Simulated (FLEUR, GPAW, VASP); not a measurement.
**Tl: programs and potentials compared**

```
CELL_PARAMETERS angstrom
3.45600 0.00000 0.00000
-1.72800 2.99298 0.00000
0.00000 0.00000 20.52500
ATOMIC_POSITIONS crystal
Tl 0.33333 0.66667 0.36541
Tl 0.66667 0.33333 0.50000
Tl 0.33333 0.66667 0.63459
```

Alike in all runs: task single point; functional PBE; k mesh 9 × 9 × 1; occupations fermi-dirac, width 0.05 eV; no spin polarisation; no spin-orbit coupling.

| program and potentials | plane-wave cutoff (eV) | notes | largest force (eV/Å) |
| --- | --- | --- | --- |
| VASP, PBE PAW files Tl_d, 520 eV | 520 | - | ? |
| FLEUR, all-electron, FLAPW | - | - | 0.158 |
| GPAW, GPAW PAW data sets (gpaw-data 1.2.1) | 450 | - | 0.132 |

Question: Estimate from the other rows what the run with VASP, PBE PAW files Tl_d, 520 eV gave.

Answer: Largest force 0.157 eV/Å. The other rows, which needn't bracket it: largest force 0.132 to 0.158.
